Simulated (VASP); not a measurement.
A run of VASP 6.6.1:

The input POSCAR:

```
Ga3BSb2
1.0
    3.7559940000      0.0000000000      0.0000000000
   -1.8779970000      3.2527870000      0.0000000000
    0.0000000000      0.0000000000     10.7742600000
Ga B Sb
3 1 2
Direct
    0.0000000000      0.0000000000      0.6636580000
    0.6666670000      0.3333330000      0.8330700000
    0.0000000000      0.0000000000      0.3178210000
    0.0000000000      0.0000000000      0.1239170000
    0.3333330000      0.6666670000      0.0508980000
    0.3333330000      0.6666670000      0.4806130000
```

INCAR.step1

```
SYSTEM = Ga3BSb2
PREC     = Accurate       ! precision mode
ENCUT    = 520            ! plane-wave cutoff, eV
EDIFF    = 1E-6           ! SCF threshold, eV
ISMEAR   = 0              ! smearing method
SIGMA    = 0.1            ! smearing width, eV
LREAL    = .FALSE.        ! projectors in reciprocal space
LASPH    = .TRUE.         ! aspherical terms in the spheres
NELM     = 80             ! most SCF steps
ALGO     = Normal         ! electronic algorithm
ISIF     = 2              ! what is computed and relaxed
LWAVE    = .FALSE.        ! write WAVECAR
LCHARG   = .TRUE.         ! write CHGCAR
MAGMOM   = 0 0 0 0 0 0 0 0 0 0 0 0 0 0 0 0 0 0 ! initial moments
LORBIT   = 11             ! projections on sites
LSORBIT  = .TRUE.         ! spin-orbit coupling
GGA_COMPAT= .FALSE.      
GGA      = PE             ! functional
KPAR     = 8
```

Contents of KPOINTS.step1:

```
regular mesh
0
G
  8 8 4
  0 0 0
```

File INCAR.step2:

```
SYSTEM = Ga3BSb2
PREC     = Accurate       ! precision mode
ENCUT    = 520            ! plane-wave cutoff, eV
EDIFF    = 1E-6           ! SCF threshold, eV
ISMEAR   = 0              ! smearing method
SIGMA    = 0.05           ! smearing width, eV
LREAL    = .FALSE.        ! projectors in reciprocal space
LASPH    = .TRUE.         ! aspherical terms in the spheres
NELM     = 80             ! most SCF steps
ALGO     = Normal         ! electronic algorithm
ISIF     = 2              ! what is computed and relaxed
LWAVE    = .FALSE.        ! write WAVECAR
LCHARG   = .FALSE.        ! write CHGCAR
MAGMOM   = 0 0 0 0 0 0 0 0 0 0 0 0 0 0 0 0 0 0 ! initial moments
LORBIT   = 11             ! projections on sites
LSORBIT  = .TRUE.         ! spin-orbit coupling
GGA_COMPAT= .FALSE.      
GGA      = PE             ! functional
KPAR     = 8            
ICHARG   = 11             ! starting density
```

KPOINTS.step2

```
path GMKGALHA,LM,KH
10
line-mode
reciprocal
 0.0000000000  0.0000000000  0.0000000000  G
 0.5000000000  0.0000000000  0.0000000000  M

 0.5000000000  0.0000000000  0.0000000000  M
 0.3333333333  0.3333333333  0.0000000000  K

 0.3333333333  0.3333333333  0.0000000000  K
 0.0000000000  0.0000000000  0.0000000000  G

 0.0000000000  0.0000000000  0.0000000000  G
 0.0000000000  0.0000000000  0.5000000000  A

 0.0000000000  0.0000000000  0.5000000000  A
 0.5000000000  0.0000000000  0.5000000000  L

 0.5000000000  0.0000000000  0.5000000000  L
 0.3333333333  0.3333333333  0.5000000000  H

 0.3333333333  0.3333333333  0.5000000000  H
 0.0000000000  0.0000000000  0.5000000000  A

 0.5000000000  0.0000000000  0.5000000000  L
 0.5000000000  0.0000000000  0.0000000000  M

 0.3333333333  0.3333333333  0.0000000000  K
 0.3333333333  0.3333333333  0.5000000000  H
```

Potentials or basis: VASP PAW PBE potentials, release 64 (Ga_d, B, Sb).

The run is started by

```bash
$ cat potpaw_PBE.64/Ga_d/POTCAR potpaw_PBE.64/B/POTCAR potpaw_PBE.64/Sb/POTCAR > POTCAR
$ cp INCAR.step1 INCAR
$ cp KPOINTS.step1 KPOINTS
$ mpirun -np 8 vasp_ncl > vasp.out
$ cp INCAR.step2 INCAR
$ cp KPOINTS.step2 KPOINTS
$ mpirun -np 8 vasp_ncl > vasp.out
```

Hardware: 8 MPI ranks on Intel(R) Xeon(R) Platinum 8488C (Sapphire Rapids), on a shared host.

Problem. How long does it take, and how much memory?

Solution. Run time: 5.2 min on 8 MPI ranks on Intel(R) Xeon(R) Platinum 8488C (Sapphire Rapids) (shared host), peak memory 1.1 GiB a rank. Counts: scf iterations 9, k points 90.
